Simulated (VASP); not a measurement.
Input for VASP

### KPOINTS
```
K-points
0
G
  7 7 7
0 0 0
```

### POSCAR
```
SnTe
1.0
  0.0000000000   3.1240100000   3.1240100000
  3.1240100000   0.0000000000   3.1240100000
  3.1240100000   3.1240100000   0.0000000000
Sn Te
1 1
Cart
  0.0000000000   0.0000000000   0.0000000000
  3.1240100000   3.1240100000   3.1240100000
```

**INCAR**
```
SYSTEM = SnTe
PREC = Accurate; ENCUT = 300; LREAL = F
LASPH = T
EDIFF = 1E-6; NELM = 100; ALGO = Normal
LMAXMIX = 4
ISMEAR = 0; SIGMA = 0.136
GGA = PE
ISIF = 2
LWAVE = F; LCHARG = F
```

POTCAR, in this order: Sn_d Te (PBE.64 set). Program: vasp_std.

### Question
Write an equivalent input for Ansatz.

### Answer
One equivalent input (not run):
Ansatz 0.2 input:
```yaml
crystal:
  lattice:
    - [0.0000000, 3.1240100, 3.1240100]
    - [3.1240100, 0.0000000, 3.1240100]
    - [3.1240100, 3.1240100, 0.0000000]
  atoms:
    - { symbol: Sn, position: [0.0000000, 0.0000000, 0.0000000] }
    - { symbol: Te, position: [0.5000000, 0.5000000, 0.5000000] }
kpoints:
  mp_grid: { grid: [7, 7, 7] }
hamiltonian:
  xc: pbe
  pseudopotentials: { kind: paw }
scf:
  occupations: { method: gaussian, width: 0.136 }
  max_iter: 100
output: { forces: true, stress: true, eigenvalues: true }
```
Limits of the translation: each code has its own PAW files, so the cut-off isn't converted (ENCUT is set for VASP's; basis.ecutwfc is left out, and Ansatz then takes the one that its files recommend); Ansatz stops its SCF on the density residual and VASP on the energy change (EDIFF).

The structure comes from a computed database's SnTe entry; how it stands against other phases isn't given here. The cell was not relaxed at this level. The run is one of a series of settings (KPOINTS 7×7×7 Γ-centred mesh against the base run), some of them coarse on purpose.
